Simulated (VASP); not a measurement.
The system is Al.

```
CELL_PARAMETERS angstrom
0.00000 2.02481 2.02481
2.02481 0.00000 2.02481
2.02481 2.02481 0.00000
ATOMIC_POSITIONS crystal
Al 0.00000 0.00000 0.00000
```

```yaml
Program: VASP 6.6.1
Task: relaxation of cell and atoms
Functional: r2SCAN
Potentials_or_basis: VASP PAW PBE potentials, release 64 (Al)
Cutoff: 600 eV
k_mesh: 27 × 27 × 27
Occupations: fermi-dirac, width 0.05 eV
Spin: no spin polarisation
```

At the start: pressure -3.8 GPa; volume 16.60 Å³/atom.

Q: How do energy, volume and symmetry change on relaxing?

A: Over 3 steps the energy falls by 9.2 meV/atom and the volume is 15.86 Å³/atom (-4.5 %); space group Fm-3m (No. 225, to 0.05 Å).

Step by step:
```csv
step,energy change (eV),largest force (eV/Å),pressure (GPa),volume (Å³)
1,0.0000,0.0000,-3.79,16.60
2,-0.0086,0.0000,1.13,15.68
3,-0.0092,0.0000,0.03,15.86
```

Final structure:
```xyz
1
Lattice="0.0000 1.9941 1.9941 1.9941 0.0000 1.9941 1.9941 1.9941 0.0000" Properties=species:S:1:pos:R:3 pbc="T T T"
Al    0.0000    0.0000    0.0000
```

Caveat: the PAW data sets were made with another functional, which shifts forces and pressure a little.
